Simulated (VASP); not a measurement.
## Cu: elastic constants with LDA

Crystal: Cu.

```
Cu
1.0
     0.00000    1.82500    1.82500
     1.82500    0.00000    1.82500
     1.82500    1.82500    0.00000
Cu
1
Direct
  0.00000 0.00000 0.00000
```

```json
{
 "Program": "VASP 6.6.1",
 "Task": "elastic constants",
 "Functional": "LDA",
 "Potentials or basis": "VASP PAW LDA potentials, release 64 (Cu)",
 "Cutoff": "600 eV",
 "k mesh": "20 × 20 × 20",
 "Occupations": "gaussian, width 0.1 eV",
 "Spin": "no spin polarisation",
 "Ions in elastic constants": "relaxed",
 "Further INCAR settings": "ALGO = Normal; EDIFF = 1e-08; IBRION = 6; POTIM = 0.015; NSW = 1; ISIF = 3"
}
```

```json
{
  "Relaxed volume": "10.94 Å³/atom",
  "Relaxed cell": "a = 2.492 Å, b = 2.492 Å, c = 2.492 Å, α = 60.00°, β = 60.00°, γ = 60.00°",
  "Space group after relaxing (to 0.05 Å)": "Fm-3m (No. 225)",
  "Elastic constants C11, C12, C44": "231, 161, 104 GPa",
  "Voigt bulk modulus": "184 GPa"
}
```

The path:
```csv
step,energy change (eV),largest force (eV/Å),pressure (GPa),volume (Å³)
1,0.0000,0.0000,-14.92,12.16
2,-0.0369,0.0000,13.55,10.27
3,-0.0633,0.0000,-0.10,10.94
4,-0.0633,0.0000,0.30,10.92
5,-0.0633,0.0000,-0.21,10.95
6,-0.0633,0.0000,-0.02,10.94
```

Final structure:
```yaml
crystal:
  lattice:
    - [0.00000, 1.76177, 1.76177]
    - [1.76177, 0.00000, 1.76177]
    - [1.76177, 1.76177, 0.00000]
  atoms:
    - { symbol: Cu, position: [0.00000, 0.00000, 0.00000] }
```

Elastic tensor in Voigt notation (GPa, in the Cartesian axes of the cell as first typed):
```
231 161 161   0   0   0
161 231 161   0   0   0
161 161 231   0   0   0
  0   0   0 104   0   0
  0   0   0   0 104   0
  0   0   0   0   0 104
```

Clamped-ion elastic tensor (GPa):
```
231 161 161   0   0   0
161 231 161   0   0   0
161 161 231   0   0   0
  0   0   0 104   0   0
  0   0   0   0 104   0
  0   0   0   0   0 104
```

Run time: 12 min on 1 thread of Intel(R) Xeon(R) Platinum 8488C (Sapphire Rapids), with other jobs on the host, peak memory 0.58 GiB.
